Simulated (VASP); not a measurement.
Energy against volume of Hf (hcp). Calculation: optB88-vdW, VASP's PBE PAW potentials (set 64) (plane waves; VASP). Run with 520 eV cut-off, 13×13×7 Γ-centred mesh, first-order Methfessel-Paxton smearing of 0.10 eV, potentials Hf_pv.

Shape and ions are relaxed at each volume.

```json
[
 {"V (Å³/atom)": "20.796", "E (eV/atom)": "-7.27649"},
 {"V (Å³/atom)": "21.459", "E (eV/atom)": "-7.29971"},
 {"V (Å³/atom)": "22.123", "E (eV/atom)": "-7.30708"},
 {"V (Å³/atom)": "22.787", "E (eV/atom)": "-7.30047"}
]
```

Fit these four points and predict the energy of the run at 23.450 Å³/atom.

A cubic in V^(−2/3), the third-order Birch-Murnaghan form, passes through the four points with V0 = 22.13 Å³/atom and B0 = 112 GPa, and gives -7.2816 eV/atom there. The run gave -7.2816 eV/atom, +0.0 meV/atom from the fit; all five points give B0 = 112 GPa.

The compound is Hf in the hcp structure. It was relaxed first.
